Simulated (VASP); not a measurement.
# Shielding tensors and field gradients of YF3 (Waimirite-(Y))

Wanted: the shieldings and field gradients at the nuclei of YF3 (Waimirite-(Y)). The cell has space group Pnma. The start is a cell from a database of measured crystal structures.

Calculated with VASP 6.6.1; LDA; plane waves and PAW (Y_sv, F), in the first sound run; inputs show where later runs differ.

This is a report of a sequence of runs, with most program output left out.

## Step 1: The starting structure

It takes space group Pnma (No. 62, orthorhombic). Conventional cell: a = 6.354 Å, b = 6.854 Å, c = 4.395 Å, α = 90.00°, β = 90.00°, γ = 90.00°. Y has 9 F at 2.28 to 2.54 Å nearest. F has 3 Y at 2.28 to 2.31 Å nearest. F has 3 Y at 2.28 to 2.54 Å nearest. Farther neighbours and most contacts between anions are not listed.

## Step 2: Ground state

A ground-state run shows first whether the cell has a gap, which the next steps need; its size sets how fine their mesh has to be.

Input file INCAR:

```
SYSTEM = YF3
PREC = Accurate
ENCUT = 520
EDIFF = 1E-07
NELM = 100
ISMEAR = 0
SIGMA = 0.01
LREAL = .FALSE.
ALGO = Normal
GGA = CA
NBANDS = 80
LASPH = .TRUE.
LORBIT = 11
LWAVE = .FALSE.
LCHARG = .FALSE.
KPAR = 4
NCORE = 2
```

Input file POSCAR:

```
YF3
1.0
    6.3537000000      0.0000000000      0.0000000000
    0.0000000000      6.8545000000      0.0000000000
    0.0000000000      0.0000000000      4.3953000000
Y F
4 12
Direct
    0.6327000000      0.7500000000      0.9409000000
    0.8673000000      0.2500000000      0.4409000000
    0.1327000000      0.7500000000      0.5591000000
    0.3673000000      0.2500000000      0.0591000000
    0.1652000000      0.4357000000      0.3755000000
    0.3348000000      0.5643000000      0.8755000000
    0.6652000000      0.0643000000      0.1245000000
    0.8348000000      0.9357000000      0.6245000000
    0.8348000000      0.5643000000      0.6245000000
    0.6652000000      0.4357000000      0.1245000000
    0.3348000000      0.9357000000      0.8755000000
    0.1652000000      0.0643000000      0.3755000000
    0.4773000000      0.7500000000      0.4090000000
    0.0227000000      0.2500000000      0.9090000000
    0.9773000000      0.7500000000      0.0910000000
    0.5227000000      0.2500000000      0.5910000000
```

Input file KPOINTS:

```
Automatic mesh
0
Gamma
3 3 4
0 0 0
```

The projector-augmented-wave data sets are Y_sv and F (PBE family, release 64).

Launch:

```console
mpirun -np 8 vasp_std
```

Wall time 32 s (8 MPI ranks of AMD EPYC 7R43, shared host); peak memory 1.7 GiB.

The gap is read on the k-mesh alone, so it is an upper bound where the band edges lie off the mesh. The PAW data sets were made with PBE, though LDA sets exist; this is a small mismatch.

A gap read on the k-mesh alone can miss the band edges.

This step gave:

* free energy (TOTEN): -124.2062 eV
* Fermi energy: -0.6331 eV
* pressure: -6.766 GPa
* gap on the k-mesh: 7.652 eV
* least direct gap on the k-mesh: 7.714 eV

The cell has a gap of 7.65 eV on this mesh and a pressure of -6.8 GPa, which holds the misfit of the given cell and coordinates with this functional, and any error of cutoff, mesh and data sets. Spin-orbit coupling is left out, which can shift or reorder these edges. Forces of up to 0.12 eV/Å remain in these settings, with PBE data sets under LDA.

## Step 3: Shielding tensors

This step: chemical shifts by linear response (GIPAW), LDA; plane waves and PAW (Y_sv, F) (VASP 6.6.1).

LCHIMAG computes the induced currents by linear response. It needs tightly converged orbitals and a cutoff well above the default; LEFG adds the field gradients at no cost.

Input file INCAR:

```
SYSTEM = YF3
PREC = Accurate
ENCUT = 520
EDIFF = 1E-08
NELM = 100
ISMEAR = 0
SIGMA = 0.01
LREAL = Auto
ALGO = Normal
GGA = CA
NBANDS = 80
LASPH = .TRUE.
LWAVE = .FALSE.
LCHARG = .FALSE.
KPAR = 8
LCHIMAG = .TRUE.
LEFG = .TRUE.
DQ = 0.001
ICHIBARE = 1
LNMR_SYM_RED = .TRUE.
```

POSCAR is that of step 2.

Input file KPOINTS:

```
Automatic mesh
0
Gamma
4 4 4
0 0 0
```

The projector-augmented-wave data sets are Y_sv and F (LDA family, release 64).

Launch:

```console
mpirun -np 8 vasp_std
```

Elapsed: 44 min, on 8 MPI ranks; peak memory 13 GiB; 5.8 h of CPU time.

The atoms bear forces, and field gradients depend strongly on their positions.

This step gave:

```yaml
free_energy_toten: -123.5649 eV
fermi_energy: -0.5424 eV
pressure: -6.691 GPa
gap_on_the_k_mesh: 7.642 eV
least_direct_gap_on_the_k_mesh: 7.703 eV
```

Valence and core; the G = 0 term is that of a spherical sample. NMR shielding, by row:

```
atom  isotropic shielding (ppm)  span (ppm)    skew  isotropic shielding without the G = 0 term (ppm)
  Y1                       2708       122.1  0.3398                                              2698
  Y2                       2708       122.1  0.3398                                              2698
  Y3                       2708       122.1  0.3398                                              2698
  Y4                       2708       122.1  0.3398                                              2698
  F5                      149.1       78.16  0.0148                                             139.8
  F6                      149.1       78.16  0.0148                                             139.8
  F7                      149.1       78.16  0.0148                                             139.8
  F8                      149.1       78.16  0.0148                                             139.8
  F9                      149.1       78.16  0.0148                                             139.8
 F10                      149.1       78.16  0.0148                                             139.8
 F11                      149.1       78.16  0.0148                                             139.8
 F12                      149.1       78.16  0.0148                                             139.8
 F13                      157.8       178.9  0.2938                                             148.5
 F14                      157.8       178.9  0.2938                                             148.5
 F15                      157.8       178.9  0.2938                                             148.5
 F16                      157.8       178.9  0.2938                                             148.5
```

Ordered as |Vzz| ≥ |Vxx| ≥ |Vyy|, the program's way. Electric field gradients, by row:

```
atom  Vxx (V/Å²)  Vyy (V/Å²)  Vzz (V/Å²)  asymmetry
  Y1      -53.23      -10.47       63.69      0.671
  Y2      -53.23      -10.47       63.69      0.671
  Y3      -53.23      -10.47       63.69      0.671
  Y4      -53.23      -10.47       63.69      0.671
  F5       36.31       14.57      -50.88      0.427
  F6       36.31       14.57      -50.88      0.427
  F7       36.31       14.57      -50.88      0.427
  F8       36.31       14.57      -50.88      0.427
  F9       36.31       14.57      -50.88      0.427
 F10       36.31       14.57      -50.88      0.427
 F11       36.31       14.57      -50.88      0.427
 F12       36.31       14.57      -50.88      0.427
 F13       37.55       17.06      -54.61      0.375
 F14       37.55       17.06      -54.61      0.375
 F15       37.55       17.06      -54.61      0.375
 F16       37.55       17.06      -54.61      0.375
```

## Step 4: Results

```json
{
 "Y, isotropic shielding": "2707.5 ppm",
 "F, isotropic shielding": "149.1, 157.8 ppm"
}
```

In words: At LDA the isotropic shieldings are Y 2707.5 ppm; F 149.1, 157.8 ppm. The widest tensor is that of F13, with a span (largest less smallest principal value) of 179 ppm. The largest field gradient is Vzz = 63.7 V/Å² at Y1. Shifts were not obtained, since a shift is the shielding of a reference compound, computed alike, less these values; differences between sites of one element need no reference, and the more shielded site has the lower shift. The G = 0 term is the part set by the sample's shape, taken here for a sphere. Spin-orbit effects on the shifts of and near heavy atoms are left out. No finer mesh was run, so convergence in it isn't shown. The cell has space group Pnma. The given cell is kept, although it stands at -6.7 GPa at LDA and ENCUT = 520 eV, which holds the mismatch of the given cell with this functional, any error of the entry itself and any basis-set error. The atoms weren't relaxed and carry forces of up to 0.12 eV/Å at LDA in the first shielding run, so the numbers belong to the given coordinates, and a relaxation would change them.

[Lines on the potential files, build, host, timing and source positions are cut from VASP's logs without a mark.]

[Logs are printed without paths, hosts, clocks, repeated set-up lines and the standing remarks that a program may print on its own settings, such as how far it seeks lower states.]

[Hosts, paths, dates, database ids (printed as entryN), source tags and the programs' standing remarks are cut or masked in the printed files.]
